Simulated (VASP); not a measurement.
VASP runs on As (space group R-3m) share one base input (PBE GGA, plane waves, VASP's PBE PAW potentials (set 64)) and change the settings named in each case.

INCAR:
```
! general
SYSTEM   =  As
PREC     =  Accurate
ENCUT    =  300
LREAL    =  .FALSE.   ! projection in real space or not
LASPH    =  .TRUE.   ! aspherical one-centre terms

! electronic loop
EDIFF    =  1E-6
NELM     =  100   ! most electronic steps
ALGO     =  Normal   ! blocked Davidson
LMAXMIX  =  4   ! l cut-off of mixed one-centre charges

! smearing
ISMEAR   =  -1   ! Fermi-Dirac
SIGMA    =  0.05   ! width (eV)

! functional
GGA      =  PE

! ions
ISIF     =  2   ! forces and stress, cell fixed

! output
LWAVE    =  .FALSE.
LCHARG   =  .FALSE.
```

POSCAR:
```
As
1
    3.6803640000    -1.8800000000     0.0000000000
    3.6803640000     1.8800000000     0.0000000000
    2.7200240000     0.0000000000     3.1114220000
As
2
Direct
  0.2270000000   0.2270000000   0.2270000000
  0.7730000000   0.7730000000   0.7730000000
```

File KPOINTS:
```
Automatic
0
Gamma
7 7 7
```

POTCAR, in this order: As (PBE.64 set). Program: vasp_std.

| change | E(σ→0) (eV/atom) | pressure (GPa) | largest force (eV/Å) | −TS (eV) |
|---|---|---|---|---|
| base run | -4.6718 | 3.44 | 0.254 | -0.0025 |
| GGA = PS | -5.1126 | 0.11 | 0.210 | -0.0024 |
| GGA_COMPAT = .FALSE., LNONCOLLINEAR = .TRUE., LSORBIT = .TRUE., MAGMOM = 0.0 0.0 0.0 0.0 0.0 0.0, program vasp_ncl | -4.6844 | [?] | [?] | -0.0025 |
| KPOINTS 2×2×2 Γ-centred mesh | -3.6844 | 15.88 | 2.291 | -0.0364 |

Q: Some entries are withheld; supply them.

A: 
- GGA_COMPAT = .FALSE., LNONCOLLINEAR = .TRUE., LSORBIT = .TRUE., MAGMOM = 0.0 0.0 0.0 0.0 0.0 0.0, program vasp_ncl, pressure (GPa): 3.46
- GGA_COMPAT = .FALSE., LNONCOLLINEAR = .TRUE., LSORBIT = .TRUE., MAGMOM = 0.0 0.0 0.0 0.0 0.0 0.0, program vasp_ncl, largest force (eV/Å): 0.255

Energies of different potentials or functionals have different zeros.

Left out are runs that ran out of time, are held back, or changed the cell or the kind of run, fixed moments of cells without a moment, rows past the twelfth, gaps on odd meshes, pressures of charged cells and columns that move by less than the noise.

The structure is a typed As crystal (R-3m). The cell was not relaxed at this level, forces remain on its atoms.
